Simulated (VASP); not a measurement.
Calculation: PBE GGA, VASP's PBE PAW potentials (set 64) (plane waves; VASP).

The input files of a VASP run:

**POSCAR**
```
NiAl
1
    2.9099410000     0.0000000000     0.0000000000
    0.0000000000     2.9099410000     0.0000000000
    0.0000000000     0.0000000000     2.9099410000
Al Ni
1 1
Direct
  0.5000000000   0.5000000000   0.5000000000
  0.0000000000   0.0000000000   0.0000000000
```

### KPOINTS
```
Regular mesh
0
gamma
8 8 8
0 0 0
```

INCAR:
```
SYSTEM = NiAl
PREC = Accurate
ENCUT = 300
EDIFF = 1E-6
NELM = 100
ALGO = Normal
LREAL = .FALSE.
LASPH = .TRUE.
ISMEAR = 0
SIGMA = 0.1
GGA = PE
LMAXMIX = 4
LWAVE = .FALSE.
LCHARG = .FALSE.
ISIF = 2
```

POTCAR, in this order: Al Ni (PBE.64 set). Program: vasp_std.

What VASP printed:

File OSZICAR:
```
       N       E                     dE             d eps       ncg     rms          rms(c)
DAV:   1     0.287030786096E+02    0.28703E+02   -0.39463E+03   716   0.848E+02
DAV:   2    -0.111726403140E+02   -0.39876E+02   -0.37857E+02   710   0.173E+02
DAV:   3    -0.119096970591E+02   -0.73706E+00   -0.73218E+00   832   0.287E+01
DAV:   4    -0.119195130363E+02   -0.98160E-02   -0.98120E-02   864   0.319E+00
DAV:   5    -0.119197300980E+02   -0.21706E-03   -0.21706E-03   808   0.430E-01    0.116E+01
DAV:   6    -0.139504010413E+02   -0.20307E+01   -0.57890E+01   772   0.122E+02    0.159E+01
DAV:   7    -0.105596169133E+02    0.33908E+01   -0.16523E+01   758   0.730E+01    0.111E+00
DAV:   8    -0.105516236698E+02    0.79932E-02   -0.43718E-01   848   0.792E+00    0.996E-01
DAV:   9    -0.105380240969E+02    0.13600E-01   -0.54581E-02   808   0.353E+00    0.161E-01
DAV:  10    -0.105377389709E+02    0.28513E-03   -0.98089E-04   796   0.437E-01    0.724E-02
DAV:  11    -0.105377308348E+02    0.81362E-05   -0.28293E-05   914   0.640E-02    0.258E-02
DAV:  12    -0.105377287702E+02    0.20646E-05   -0.33639E-06   534   0.322E-02    0.313E-03
DAV:  13    -0.105377284072E+02    0.36300E-06   -0.49704E-07   378   0.705E-03
   1 F= -.10537728E+02 E0= -.10534588E+02  d E =-.628064E-02
```

**OUTCAR**
```
------------------------ aborting loop because EDIFF is reached ----------------------------------------
  FORCE on cell =-STRESS in cart. coord.  units (eV):
  Direction    XX          YY          ZZ          XY          YZ          ZX
  --------------------------------------------------------------------------------------
  Total       -0.3970625     -0.3970625     -0.3970625      0.0000000      0.0000000     -0.0000000
  in kB      -25.8176636    -25.8176636    -25.8176636      0.0000000      0.0000000     -0.0000000
  external PRESSURE =     -25.8176636 kB  Pullay stress =       0.0000000 kB
  volume of cell :       24.64
      direct lattice vectors                 reciprocal lattice vectors
     2.909941000  0.000000000  0.000000000     0.343649579  0.000000000  0.000000000
     0.000000000  2.909941000  0.000000000     0.000000000  0.343649579  0.000000000
     0.000000000  0.000000000  2.909941000     0.000000000  0.000000000  0.343649579
 POSITION                                       TOTAL-FORCE (eV/Angst)
 -----------------------------------------------------------------------------------
      1.45497      1.45497      1.45497         0.000000      0.000000      0.000000
      0.00000      0.00000      0.00000         0.000000      0.000000      0.000000
 -----------------------------------------------------------------------------------
    total drift:                                0.000000      0.000000      0.000000
  FREE ENERGIE OF THE ION-ELECTRON SYSTEM (eV)
  ---------------------------------------------------
  free  energy   TOTEN  =       -10.5377284072 eV

  energy  without entropy=      -10.5314477624  energy(sigma->0) =      -10.53458808
```
(Selected blocks of OUTCAR.)

At this cut-off the stress carries a Pulay error, which pulls relaxed volumes low.

The structure is a typed NiAl crystal. The cell was not relaxed at this level. The run is not spin-polarised, so no magnetic state was tried. The electron count is odd and the run is not spin-polarised, which forces a metal.
